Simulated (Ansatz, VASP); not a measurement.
# AlN in two plane-wave programs, part 3 of 3

Wanted: the spread between two codes on one cell, functional and k mesh. The cell is taken from a series of runs on this material, whose earlier steps may have relaxed, scaled, displaced or heated it; both programs get it as it stands.

VASP 6.6.1 and Ansatz 0.2.0.

So far: Starting point; Ansatz: zone-centre phonons, PBE, pair 1; VASP: zone-centre phonons, PBE, pair 1; Comparison.

## (5) VASP: zone-centre phonons, PBE, pair 2

Level of this step: PBE; plane waves and PAW (N, Al) (VASP).

Second derivatives magnify differences that forces hide, and they need a tight electronic threshold. The cell compared in this pair holds 22.19 Å³, against 21.76 Å³ for the pair before.

INCAR

```
SYSTEM = AlN
PREC = Accurate
ENCUT = 600
EDIFF = 1E-08
NELM = 120
ISMEAR = 0
SIGMA = 0.01
LREAL = .FALSE.
ALGO = Normal
GGA = PE
NBANDS = 10
LORBIT = 11
LWAVE = .FALSE.
LCHARG = .FALSE.
ISIF = 2
IBRION = 8
LEPSILON = .TRUE.
LASPH = .TRUE.
GGA_COMPAT = .FALSE.
EFERMI = MIDGAP
KPAR = 2
```

POSCAR

```
AlN
1.0
    0.0000000000      2.2302254711      2.2302254711
    2.2302254711      0.0000000000      2.2302254711
    2.2302254711      2.2302254711      0.0000000000
N Al
1 1
Direct
    0.2500000000      0.2500000000      0.2500000000
    0.0000000000      0.0000000000      0.0000000000
```

KPOINTS

```
Automatic mesh
0
Gamma
12 12 12
0 0 0
```

PAW data sets: N and Al (PBE family, release 64).

Started as:

```bash
$ mpirun -np 2 vasp_std
```

Numbers of over 12 decimals in the logs are rounded to 6 here.

Log:

```text
[... set-up lines as in an earlier step ...]
 entering main loop
       N       E                     dE             d eps       ncg     rms          rms(c)
DAV:   1     0.154479406586E+02    0.15448E+02   -0.42044E+03  1440   0.750E+02
DAV:   2    -0.159190407457E+02   -0.31367E+02   -0.30231E+02  1772   0.158E+02
DAV:   3    -0.170912706880E+02   -0.11722E+01   -0.11704E+01  1754   0.312E+01
DAV:   4    -0.170978231523E+02   -0.65525E-02   -0.65520E-02  1626   0.234E+00
[...]
DAV:  13    -0.148290967487E+02    0.29993E-08   -0.15957E-07  1662   0.235E-03    0.106E-03
DAV:  14    -0.148290967621E+02   -0.13473E-07   -0.16990E-08  1210   0.100E-03    0.335E-04
DAV:  15    -0.148290967644E+02   -0.22569E-08   -0.28648E-09   820   0.396E-04
   1 F= -.14829097E+02 E0= -.14829097E+02  d E =0.000000E+00
 Linear response reoptimize wavefunctions to high precision
DAV:   1    -0.148290967628E+02    0.15543E-08   -0.19253E-10   862   0.189E-04
DAV:   2    -0.148290967628E+02   -0.68212E-12   -0.10463E-11   786   0.313E-05
 Linear response G [H, r] |phi>, progress :
  Direction:   1
[...]
force on displaced ion       1 direction 1 : -12.220   0.000   0.000
 Born effective charge ion    1 direction 1 :  -2.543   0.000   0.000
 Linear response progress:
  Degree of freedom:   2/  2
       N       E                     dE             d eps       ncg     rms          rms(c)
RMM:   1    -0.570967455345E-02   -0.57097E-02   -0.34371E-03 13368   0.702E-01
RMM:   2    -0.513549898094E-02    0.57418E-03   -0.30368E-04  8662   0.158E-01    0.780E-02
RMM:   3    -0.504756336884E-02    0.87936E-04   -0.38182E-05  8987   0.507E-02    0.438E-02
RMM:   4    -0.504469106227E-02    0.28723E-05   -0.31433E-05  8872   0.509E-02    0.801E-03
RMM:   5    -0.503989561667E-02    0.47954E-05   -0.11124E-06  9048   0.127E-02    0.934E-04
RMM:   6    -0.503786067897E-02    0.20349E-05    0.12426E-07  9332   0.162E-03    0.466E-04
RMM:   7    -0.503616667243E-02    0.16940E-05    0.16626E-07  9231   0.783E-04    0.563E-05
RMM:   8    -0.503618262966E-02   -0.15957E-07   -0.24612E-09  9532   0.843E-05    0.315E-05
RMM:   9    -0.503618486305E-02   -0.22334E-08   -0.13885E-09  9587   0.380E-05    0.327E-06
 first order change of Fermi-energy  -0.36830E+00
 force on displaced ion       2 direction 1 : -12.219   0.000   0.000
 Born effective charge ion    2 direction 1 :   2.543   0.000   0.000
 Born effective charges drift removed
 Linear response finished
```

From OUTCAR (step 5):

```text
  Total       -1.0130353     -1.0130353     -1.0130353      0.0000000     -0.0000000     -0.0000000
  in kB      -73.1574973    -73.1574973    -73.1574973      0.0000000     -0.0000000     -0.0000000
  external PRESSURE =     -73.1574973 kB  Pullay stress =       0.0000000 kB

 POSITION                                       TOTAL-FORCE (eV/Angst)
 -----------------------------------------------------------------------------------
      1.11511      1.11511      1.11511        -0.000000      0.000000      0.000000
      0.00000      0.00000      0.00000         0.000000     -0.000000     -0.000000
 -----------------------------------------------------------------------------------
    total drift:                                0.000000      0.000000      0.000000

 MACROSCOPIC STATIC DIELECTRIC TENSOR (including local field effects in DFT)
 ------------------------------------------------------
           4.705605    -0.000000     0.000000
          -0.000000     4.705605    -0.000000
           0.000000     0.000000     4.705605
 ------------------------------------------------------

 MACROSCOPIC STATIC DIELECTRIC TENSOR IONIC CONTRIBUTION
 ------------------------------------------------------
           4.315732    -0.000000    -0.000000
          -0.000000     4.315732     0.000000
          -0.000000     0.000000     4.315732
 ------------------------------------------------------

[... 1 part as in an earlier step ...]

[... 1 further part left out ...]
```

## (6) Ansatz: zone-centre phonons, PBE, pair 2

The same cell, functional and mesh now go to Ansatz, which takes its cutoff from its data sets.

The cell is taken from a series of runs on this material, whose earlier steps may have relaxed, scaled, displaced or heated it; both programs get it as it stands.

input.yaml

```yaml
crystal:
  lattice:
    - [0.0, 2.2302254711, 2.2302254711]
    - [2.2302254711, 0.0, 2.2302254711]
    - [2.2302254711, 2.2302254711, 0.0]
  atoms:
    - { symbol: "N", position: [0.25, 0.25, 0.25] }
    - { symbol: Al, position: [0.0, 0.0, 0.0] }
kpoints:
  mp_grid: { grid: [12, 12, 12] }
hamiltonian:
  xc: pbe
  pseudopotentials: { kind: paw, azcp: { folder: soft_1 } }
scf:
  occupations: { method: fixed }
output:
  eigenvalues: true
phonons:
  method: dfpt
  dielectric: true
  rigid_motions: translations
```

Started as:

```bash
$ ansatz run input.yaml --threads 4 --pin off --max-ram 10240MiB --backend cpu --events-out ev --progress --plain --runs-dir out
```

Log:

```text
[...]
Crystal: 2 atoms, lattice volume = 22.186 Å³
Basis set: ecut = 420 eV, 411 PW (Γ), exchange–correlation on 48×48×48 points (8 copies of the dense FFT grid, shifted against one another)
Bands: 8, of which v1, the nominal top of the filled ones, is band 4 counted from 1 (3 counted from 0)
Symmetry: 24 space group operations
k-points: 280 of 1728 (irreducible under 4 space group operations, time reversal used)
[...]
optical modes at Γ + LO–TO along q̂ = [1.0000, 0.0000, 0.0000]:
      ω (cm⁻¹)  modes    IR ((D/Å)²/amu)
[...]
optical modes at Γ + LO–TO along q̂ = [0.0000, 1.0000, 0.0000]:
      ω (cm⁻¹)  modes    IR ((D/Å)²/amu)
        599.69      2            32.6178
        832.21      1            16.3089
  optical modes at Γ + LO–TO along q̂ = [0.0000, 0.0000, 1.0000]:
      ω (cm⁻¹)  modes    IR ((D/Å)²/amu)
        599.69      2            32.6178
        832.21      1            16.3089
[key lines of the parts left out:]
SCF converged after 8 iterations
Free energy (F): -924.197489 eV
Fermi energy:    6.323995 eV
```

## (7) Differences

What differs besides the data sets and the points named for the pairs above, as far as they apply: VASP's response is taken on the typed mesh, Ansatz refines its own for the field response alone. Total energies have different zeros and are not compared.

Compared:

```tsv
quantity	Ansatz	VASP	difference
ε∞ xx	4.71	4.71	+0.07 %
ε∞ yy	4.71	4.71	+0.07 %
ε∞ zz	4.71	4.71	+0.07 %
Born charge of N1 (mean of the diagonal) (e)	-2.55	-2.54	-0.01
Born charge of Al2 (mean of the diagonal) (e)	2.55	2.54	+0.01
optical mode 1 to 3 (cm⁻¹)	599.7	600.4	-0.12 %
```

Modes are paired by rising frequency, not by their patterns, so a pair may set unlike modes beside each other; they are those without the splitting of longitudinal modes.

## (8) Ansatz: zone-centre phonons, PBE, pair 3

Second derivatives magnify differences that forces hide, and they need a tight electronic threshold. The cell compared in this pair holds 22.61 Å³, against 22.19 Å³ for the pair before.

The cell is taken from a series of runs on this material, whose earlier steps may have relaxed, scaled, displaced or heated it; both programs get it as it stands.

input.yaml, the sections that differ from step 6:

```yaml
crystal:
  lattice:
    - [0.0, 2.2444311119, 2.2444311119]
    - [2.2444311119, 0.0, 2.2444311119]
    - [2.2444311119, 2.2444311119, 0.0]
  atoms:
    - { symbol: "N", position: [0.25, 0.25, 0.25] }
    - { symbol: Al, position: [0.0, 0.0, 0.0] }
# kpoints, hamiltonian, scf, output, phonons: as in step 6
```

Log:

```text
[...]
Crystal: 2 atoms, lattice volume = 22.613 Å³
Basis set: ecut = 420 eV, 459 PW (Γ), exchange–correlation on 48×48×48 points (8 copies of the dense FFT grid, shifted against one another)
Bands: 8, of which v1, the nominal top of the filled ones, is band 4 counted from 1 (3 counted from 0)
Symmetry: 24 space group operations
k-points: 280 of 1728 (irreducible under 4 space group operations, time reversal used)
[...]
optical modes at Γ + LO–TO along q̂ = [1.0000, 0.0000, 0.0000]:
      ω (cm⁻¹)  modes    IR ((D/Å)²/amu)
[...]
optical modes at Γ + LO–TO along q̂ = [0.0000, 1.0000, 0.0000]:
      ω (cm⁻¹)  modes    IR ((D/Å)²/amu)
        582.79      2            32.6844
        814.75      1            16.3422
  optical modes at Γ + LO–TO along q̂ = [0.0000, 0.0000, 1.0000]:
      ω (cm⁻¹)  modes    IR ((D/Å)²/amu)
        582.79      2            32.6844
        814.75      1            16.3422
[key lines of the parts left out:]
SCF converged after 8 iterations
Free energy (F): -924.174781 eV
Fermi energy:    6.136034 eV
```

## (9) VASP: zone-centre phonons, PBE, pair 3

The same cell, functional and mesh now go to VASP, with its own data sets.

INCAR is that of step 5.

POSCAR

```
AlN
1.0
    0.0000000000      2.2444311119      2.2444311119
    2.2444311119      0.0000000000      2.2444311119
    2.2444311119      2.2444311119      0.0000000000
N Al
1 1
Direct
    0.2500000000      0.2500000000      0.2500000000
    0.0000000000      0.0000000000      0.0000000000
```

KPOINTS is that of step 5.

Started as:

```bash
$ mpirun -np 2 vasp_std
```

Log:

```text
[... set-up lines as in an earlier step ...]
 entering main loop
       N       E                     dE             d eps       ncg     rms          rms(c)
DAV:   1     0.137794108647E+02    0.13779E+02   -0.41984E+03  1464   0.755E+02
DAV:   2    -0.158577459494E+02   -0.29637E+02   -0.28079E+02  1770   0.152E+02
DAV:   3    -0.170374720045E+02   -0.11797E+01   -0.11774E+01  1708   0.307E+01
DAV:   4    -0.170440361807E+02   -0.65642E-02   -0.65637E-02  1664   0.239E+00
[...]
DAV:  13    -0.148060595640E+02    0.56770E-08   -0.13471E-07  1644   0.217E-03    0.104E-03
DAV:  14    -0.148060595798E+02   -0.15799E-07   -0.12862E-08   952   0.886E-04    0.328E-04
DAV:  15    -0.148060595825E+02   -0.26866E-08   -0.32669E-09   812   0.391E-04
   1 F= -.14806060E+02 E0= -.14806060E+02  d E =0.000000E+00
 Linear response reoptimize wavefunctions to high precision
DAV:   1    -0.148060595809E+02    0.15741E-08   -0.20810E-10   884   0.186E-04
DAV:   2    -0.148060595810E+02   -0.33197E-10   -0.91744E-12   782   0.311E-05
 Linear response G [H, r] |phi>, progress :
  Direction:   1
[...]
force on displaced ion       1 direction 1 : -11.545  -0.000  -0.000
 Born effective charge ion    1 direction 1 :  -2.546   0.000   0.000
 Linear response progress:
  Degree of freedom:   2/  2
       N       E                     dE             d eps       ncg     rms          rms(c)
RMM:   1    -0.565523838338E-02   -0.56552E-02   -0.33364E-03 13410   0.699E-01
RMM:   2    -0.507512077131E-02    0.58012E-03   -0.30953E-04  8657   0.159E-01    0.759E-02
RMM:   3    -0.498669148338E-02    0.88429E-04   -0.36624E-05  9001   0.497E-02    0.427E-02
RMM:   4    -0.497724675416E-02    0.94447E-05   -0.30362E-05  8864   0.501E-02    0.792E-03
RMM:   5    -0.497061708804E-02    0.66297E-05   -0.12885E-06  9064   0.127E-02    0.926E-04
RMM:   6    -0.496841043416E-02    0.22067E-05    0.85514E-08  9342   0.163E-03    0.471E-04
RMM:   7    -0.496669140758E-02    0.17190E-05    0.16109E-07  9248   0.775E-04    0.582E-05
RMM:   8    -0.496670405241E-02   -0.12645E-07   -0.39132E-09  9545   0.903E-05    0.327E-05
RMM:   9    -0.496670949107E-02   -0.54387E-08   -0.12563E-09  9608   0.447E-05    0.314E-06
 first order change of Fermi-energy  -0.40908E+00
 force on displaced ion       2 direction 1 : -11.539   0.000   0.000
 Born effective charge ion    2 direction 1 :   2.546   0.000   0.000
 Born effective charges drift removed
 Linear response finished
```

OUTCAR, selected parts (step 9):

```text
  Total       -1.4581450     -1.4581450     -1.4581450      0.0000000      0.0000000      0.0000000
  in kB     -103.3147804   -103.3147804   -103.3147804      0.0000000      0.0000000      0.0000000
  external PRESSURE =    -103.3147804 kB  Pullay stress =       0.0000000 kB

 POSITION                                       TOTAL-FORCE (eV/Angst)
 -----------------------------------------------------------------------------------
      1.12222      1.12222      1.12222         0.000000      0.000000      0.000000
      0.00000      0.00000      0.00000        -0.000000     -0.000000     -0.000000
 -----------------------------------------------------------------------------------
    total drift:                                0.000000      0.000000      0.000000

 MACROSCOPIC STATIC DIELECTRIC TENSOR (including local field effects in DFT)
 ------------------------------------------------------
           4.751991    -0.000000    -0.000000
           0.000000     4.751991    -0.000000
           0.000000    -0.000000     4.751991
 ------------------------------------------------------

 MACROSCOPIC STATIC DIELECTRIC TENSOR IONIC CONTRIBUTION
 ------------------------------------------------------
           4.492644    -0.000000    -0.000000
          -0.000000     4.492644     0.000000
          -0.000000     0.000000     4.492644
 ------------------------------------------------------

[... 1 part as in an earlier step ...]

[... 1 further part left out ...]
```

## (10) Side by side

The two programs side by side:

```tsv
quantity	Ansatz	VASP	difference
ε∞ xx	4.75	4.75	+0.06 %
ε∞ yy	4.75	4.75	+0.06 %
ε∞ zz	4.75	4.75	+0.06 %
Born charge of N1 (mean of the diagonal) (e)	-2.56	-2.55	-0.01
Born charge of Al2 (mean of the diagonal) (e)	2.56	2.55	+0.01
optical mode 1 to 3 (cm⁻¹)	582.8	583.5	-0.13 %
```

Modes are paired by rising frequency, not by their patterns, so a pair may set unlike modes beside each other; they are those without the splitting of longitudinal modes.

## (11) Outcome

| Property | Result |
| --- | --- |
| r.m.s. difference of the optical zone-centre modes, each program's sorted by frequency (zone-centre phonons, PBE, pair 1) | 0.70 cm⁻¹ |
| r.m.s. difference of the optical zone-centre modes, each program's sorted by frequency (zone-centre phonons, PBE, pair 2) | 0.72 cm⁻¹ |
| r.m.s. difference of the optical zone-centre modes, each program's sorted by frequency (zone-centre phonons, PBE, pair 3) | 0.76 cm⁻¹ |

What this shows: The r.m.s. difference of the optical zone-centre modes, each program's sorted by frequency is 0.70 cm⁻¹ (zone-centre phonons, PBE, pair 1). How closely two codes agree says nothing of how well the functional describes the real material.

[Lines on the potential files, build, host, timing and source positions are cut from VASP's logs without a mark.]

[Logs are printed without paths, hosts, clocks, repeated set-up lines and the standing remarks that a program may print on its own settings, such as how far it seeks lower states.]

[Hosts, paths, dates, database ids (printed as entryN), source tags and the programs' standing remarks are cut or masked in the printed files.]
